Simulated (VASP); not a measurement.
Here is the system:

```
AuCu
1.0
    2.76163     0.00000     0.00000
    0.00000     2.76163     0.00000
    0.00000     0.00000     3.77115
Cu Au
1 1
Direct
  0.00000   0.00000   0.00000
  0.50000   0.50000   0.50000
```

Calculation: PBE GGA with D3 dispersion (zero damping), VASP's PBE PAW potentials (set 64) (plane waves; VASP). Numerical set-up: 520 eV cut-off, 15×15×11 Γ-centred mesh, tetrahedra with Blöchl corrections, potentials Cu Au.

Unless said otherwise, spin-orbit coupling is left out, though it shifts the bands of the heavy elements here.

**Question.** Estimate the energy per atom (σ→0), band gap (on the k-mesh) with the smallest direct gap where there is one.

**Answer.** 
| Item | Value |
|---|---|
| band gap (on the k-mesh) | none (metal, semimetal or under 0.01 eV) |
| energy per atom (σ→0) | -4.224 eV/atom |

Total energies compare only between runs with the same potentials, cut-off and functional.

The compound is CuAu in the L1_0 structure. It was relaxed first.
